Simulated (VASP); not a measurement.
Given:

```
LiTaO3
1.0
    2.57160     1.48472     4.59431
   -2.57160     1.48472     4.59431
    0.00000    -2.96943     4.59431
Li Ta O
2 2 6
Cartesian
  0.00000   0.00000   9.88518
  0.00000   0.00000   2.99371
  0.00000   0.00000   0.01922
  0.00000   0.00000   6.91068
  1.00768   1.31871   5.94142
 -1.64587   0.21332   5.94142
  0.63819  -1.53203   5.94142
 -0.63819   1.43740   8.23858
  1.56392  -0.16601   8.23858
 -0.92573  -1.27139   8.23858
```

All values below come from PBEsol GGA, VASP's PBE PAW potentials (set 64) (plane waves; VASP). Run with 520 eV cut-off, 6×6×6 Γ-centred mesh, tetrahedra with Blöchl corrections, potentials Li_sv Ta_pv O.

Predict the energy per atom (σ→0).

```json
{
  "energy per atom (σ→0)": "-8.779 eV/atom"
}
```

The absolute energy has meaning only against runs of the same code, potentials and settings.

The structure comes from a computed database's LiTaO3 entry (R3c); how it stands against other phases isn't given here. It was relaxed first.
